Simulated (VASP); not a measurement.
Computed with PW91 GGA, VASP's PBE PAW potentials (set 64) (plane waves; VASP 6.6.1).

A VASP calculation is set up with these files.

### POSCAR
```
TiCo
1.0
  2.9689718965   0.0000000000   0.0000000000
  0.0000000000   2.9689718965   0.0000000000
  0.0000000000   0.0000000000   2.9689718965
Ti Co
1 1
Direct
  0.0000000000   0.0000000000   0.0000000000
  0.5000000000   0.5000000000   0.5000000000
```

INCAR:
```
SYSTEM = TiCo
PREC = Accurate; ENCUT = 520; LREAL = .FALSE.
LASPH = .TRUE.
EDIFF = 1E-6; NELM = 100; ALGO = Normal
LMAXMIX = 4
ISMEAR = 1; SIGMA = 0.1
GGA = 91
IBRION = 2; NSW = 60; ISIF = 3
EDIFFG = -0.01
LWAVE = .FALSE.; LCHARG = .FALSE.
```

KPOINTS:
```
Automatic
0
gamma
 11 11 11
```

POTCAR, in this order: Ti_sv Co (PBE.64 set). Program: vasp_std.

Problem. What will the output report for the number of irreducible k-points (NKPTS), largest plane-wave count, number of space-group operations, FFT grid (NGX, NGY, NGZ)?

Solution. 
The number of irreducible k-points (NKPTS) is 56, the largest plane-wave count comes out as 739 and the number of space-group operations comes out as 48. The FFT grid (NGX, NGY, NGZ) comes out as 24 × 24 × 24.

The compound is TiCo in the CsCl type structure. It was relaxed first. The start is the result of an earlier pass. The run is not spin-polarised, so no magnetic state was tried. The electron count is odd and the run is not spin-polarised, which forces a metal.
